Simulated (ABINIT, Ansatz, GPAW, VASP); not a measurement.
**SnO (P4/nmm, 4 atoms in the cell) computed with different codes at matched settings**

Self-consistent single point, at a second geometry (lattice scaled by 0.98). First geometry:

```
SnO
1.0
    3.79126     0.00000     0.00000
    0.00000     3.79126     0.00000
    0.00000     0.00000     4.82887
Sn O
2 2
Direct
  0.50000   0.00000   0.76200
  0.00000   0.50000   0.23800
  0.50000   0.50000   0.00000
  0.00000   0.00000   0.00000
```

Shared settings, as Ansatz (a program for electronic structure) writes them: kpoints.mp_grid.grid = 7 7 6; scf.occupations.method = fermi_dirac; scf.occupations.width = 0.02 eV. Potentials and cutoffs stand in the table.

| code | model | ΔF from the first geometry (meV/atom) | pressure (GPa) | largest force (eV/Å) | cutoff |
|---|---|---|---|---|---|
| ABINIT | PBE, norm-conserving pseudopotentials (PseudoDojo nc-sr-05 PBE standard) | 54.8 | 12.39 | 1.447 | 1143 eV |
| VASP | PBE, VASP's PBE PAW potentials (set 64) | 58.1 | 9.81 | 1.550 | 400 eV |
| Ansatz | PBE, default PAW files | 55.0 | 11.93 | 1.454 | default |
| GPAW | PBE, GPAW PAW datasets PBE (gpaw-data 1.0.1) | 50.0 | – | 1.387 | 900 eV |

For VASP (by 3.1 GPa) and Ansatz (by 0.5 GPa) the energy change implies a higher mean pressure, against the two pressures, than for the other programs: a sign of finite-basis (Pulay) stress.

A dash marks a value that a program does not give, or that is left out as unsure.

No clean gap comes from ABINIT, VASP, Ansatz and GPAW: levels at the Fermi energy touch, overlap or are partly filled at this smearing.

The spread over the programs that give each value: ΔF from the first geometry within 8.1 meV/atom; pressure within 2.58 GPa; largest force within 0.163 eV/Å.

Ansatz's pressure is given at a fixed set of plane waves, as the other plane-wave codes print theirs; with its correction for the finite basis it is 12.45 GPa (the shift of 0.53 GPa shows how far the cutoff is from converged). The pressure of GPAW is left out: its cutoff lies under the one at which its stress was checked. In the pressure, VASP (by 2.11) lies more than 1 GPa from the median of the plane-wave programs. In the force vectors, VASP (by 0.099) lies more than 0.08 eV/Å from the median of the plane-wave programs.

VASP's run is marked for a possible Pulay error in its stress at this cutoff; no cutoff test was made.

The starting cell has typed, rounded lattice constants, without a prior relaxation at this level. Its lattice was rescaled by a random factor within 2.5 % of one. For this run, on top of that: lattice scaled by 0.98.

Left out of this page: Quantum ESPRESSO, CP2K, Elk, FLEUR and SIESTA (not drawn, or without a comparable value).

Keys are those of Ansatz 0.2.
